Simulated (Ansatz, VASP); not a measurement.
## Two plane-wave programs on Ca2Ir

```
CELL_PARAMETERS angstrom
2.42945 1.40265 3.98254
-2.42945 1.40265 3.98254
0.00000 -2.80529 3.98254
ATOMIC_POSITIONS crystal
Ca 0.24988 0.24988 0.24988
Ca 0.75012 0.75012 0.75012
Ir 0.00000 0.00000 0.00000
```

Change from the starting cell: species swapped into the NiI2 type (R-3m, No. 166).

Alike in both runs: functional PBE; k mesh 6 × 6 × 6; occupations gaussian, width 0.1 eV; no spin polarisation.

Ansatz relaxed the structure, and its values are those at the end. VASP's run is a single point on that final structure, the one shown.

|  | VASP | Ansatz |
| --- | --- | --- |
| version | VASP 6.6.1 | Ansatz 0.2.0 |
| potentials or method | VASP PAW PBE potentials, release 64 (Ca_sv, Ir) | scalar-relativistic, plane waves, PAW |
| plane-wave cutoff (eV) | 520 | 420 |
| valence electrons in the cell | 29 | 37 |

|  | VASP | Ansatz | Ansatz less VASP |
| --- | --- | --- | --- |
| gap on the k mesh at the Fermi level (eV) | none | none | - |
| pressure (GPa) | 0.1 | 0.0 | -0.11 |

A gap of «none» marks a metal or a gap that the smearing closes. The two sets of potentials don't hold the same shells in valence.

Spin-orbit coupling is left out, which matters for the levels of Ir.
